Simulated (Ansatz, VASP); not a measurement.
## One calculation of Al3BAs2, two programs

```
Al B As
1.0
     4.39119    0.00000    0.00000
     0.00000    4.39119    0.00000
     0.00000    0.00000    5.80369
Al B As
3 1 2
Direct
  0.00000 0.00000 0.68387
  0.50000 0.00000 0.96897
  0.00000 0.50000 0.96897
  0.50000 0.50000 0.89520
  0.00000 0.00000 0.25563
  0.50000 0.50000 0.27683
```

Alike in both runs: functional PBE; k mesh 10 × 10 × 6; occupations gaussian, width 0.1 eV; no spin polarisation.

Ansatz relaxed the structure, and its values are those at the end. VASP's run is a single point on that final structure, the one shown.

```csv
,VASP,Ansatz
version,VASP 6.6.1,Ansatz 0.2.0
potentials or method,"VASP PAW PBE potentials, release 64 (Al, B, As)","scalar-relativistic, plane waves, PAW"
plane-wave cutoff (eV),520,420
valence electrons in the cell,22,42
```

VASP gave:

| Property | Result |
| --- | --- |
| gap on the k mesh at the Fermi level (eV) | none |
| pressure (GPa) | 0.1 |
| rms of the force components (eV/Å) | 0.010 |

Problem. What did Ansatz give for the same quantities?

Solution. gap on the k mesh at the Fermi level (eV): none; pressure (GPa): 0.0; rms of the force components (eV/Å): 0.003.

A gap of «none» marks a metal or a gap that the smearing closes. With one functional, cell and mesh, what is left measures potentials, basis and numerics. The two sets of potentials don't hold the same shells in valence.
